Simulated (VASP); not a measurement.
Energy against volume of GaAs (zinc blende). Computed with optB86b-vdW, VASP's PBE PAW potentials (set 64) (plane waves; VASP 6.6.1). Run with 520 eV cut-off, 8×8×8 Γ-centred mesh, Gaussian smearing of 0.050 eV, potentials Ga_d As.

```tsv
V (Å³/atom)	E (eV/atom)
22.542	-1.71604
23.239	-1.72058
23.936	-1.71668
24.633	-1.70597
```

**Question.** Fit these four points and predict the energy of the run at 21.845 Å³/atom.

**Answer.** A cubic in V^(−2/3), the third-order Birch-Murnaghan form, passes through the four points with V0 = 23.24 Å³/atom and B0 = 64 GPa, and gives -1.7011 eV/atom there. The run gave -1.7014 eV/atom, -0.4 meV/atom from the fit; all five points give B0 = 64 GPa.

The compound is GaAs in the zinc blende structure. It was relaxed first.
